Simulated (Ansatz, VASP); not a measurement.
# Two plane-wave programs on NiH4N

The input INCAR:

```
SYSTEM = NiH4N
ALGO     = Normal         ! electronic algorithm
EDIFF    = 1E-6           ! SCF threshold, eV
ENCUT    = 520            ! plane-wave cutoff, eV
GGA      = PE             ! functional
ISIF     = 2              ! what is computed and relaxed
ISMEAR   = 0              ! smearing method
ISPIN    = 2              ! spin polarisation
LASPH    = .TRUE.         ! aspherical terms in the spheres
LCHARG   = .FALSE.        ! write CHGCAR
LMAXMIX  = 4              ! l up to which the mixer works
LORBIT   = 11             ! projections on sites
LREAL    = .FALSE.        ! projectors in reciprocal space
LWAVE    = .FALSE.        ! write WAVECAR
MAGMOM   = 2 0 0 0 0 0    ! initial moments
NBANDS   = 22             ! bands
NELM     = 150            ! most SCF steps
PREC     = Accurate       ! precision mode
SIGMA    = 0.1            ! smearing width, eV
```

Contents of KPOINTS:

```
k-points
0
G
  6 6 6
  0 0 0
```

The input POSCAR:

```
NiH4N
1.0
    3.5159396700      0.0000000000      0.0000000000
    0.0000000000      3.5159396700      0.0000000000
    0.0000000000      0.0000000000      3.5159396700
Ni H N
1 4 1
Direct
    0.5000000000      0.5000000000      0.5000000000
    0.1480000000      0.1480000000      0.1480000000
    0.1480000000      0.8520000000      0.8520000000
    0.8520000000      0.8520000000      0.1480000000
    0.8520000000      0.1480000000      0.8520000000
    0.0000000000      0.0000000000      0.0000000000
```

Input for Ansatz:

```yaml
crystal:
  lattice:
    - [3.51593967, 0.0, 0.0]
    - [0.0, 3.51593967, 0.0]
    - [0.0, 0.0, 3.51593967]
  atoms:
    - { symbol: Ni, position: [0.5, 0.5, 0.5], spin: 2.0 }
    - { symbol: H, position: [0.148, 0.148, 0.148] }
    - { symbol: H, position: [0.148, 0.852, 0.852] }
    - { symbol: H, position: [0.852, 0.852, 0.148] }
    - { symbol: H, position: [0.852, 0.148, 0.852] }
    - { symbol: "N", position: [0.0, 0.0, 0.0] }
basis:
  ecutwfc: 420
kpoints:
  mp_grid: { grid: [6, 6, 6] }
hamiltonian:
  xc: pbe
scf:
  occupations: { method: gaussian, width: 0.1 }
  lower_state_search: "off"
output:
  forces: true
  stress: true
  eigenvalues: true
  populations: true
magnetization:
  spin_polarized: true
```

Change from the starting cell: species swapped into the H4BrN type (P-43m, No. 215).

Alike in both runs: task single point; functional PBE; k mesh 6 × 6 × 6; occupations gaussian, width 0.1 eV; collinear spin.

|  | VASP | Ansatz |
| --- | --- | --- |
| version | VASP 6.6.1 | Ansatz 0.2.0 |
| potentials or method | VASP PAW PBE potentials, release 64 (Ni, H, N) | scalar-relativistic, plane waves, PAW |
| plane-wave cutoff (eV) | 520 | 420 |
| valence electrons in the cell | 19 | 27 |

|  | VASP | Ansatz | Ansatz less VASP |
| --- | --- | --- | --- |
| gap on the k mesh at the Fermi level (eV) | none | none | - |
| rms of the force components (eV/Å) | 3.938 | 3.862 | -0.0759 |
| net moment per atom (μB) | 0.02 | 0.02 | 0.000 |
| size of the moment on the site where the two differ most (μB) | 0.18 | 0.19 | +0.005 |

Site moments also hang on the region over which each program counts them. Atom by atom the forces differ by 0.076 eV/Å (rms over components). A gap of «none» marks a metal or a gap that the smearing closes. With one functional, cell and mesh, what is left measures potentials, basis and numerics. The two sets of potentials don't hold the same shells in valence. Ansatz warned: «seeded_moment_not_kept».

Caveats: forces of over 1 eV/Å show positions far from the minimum, so gaps and moduli don't describe the material at rest.
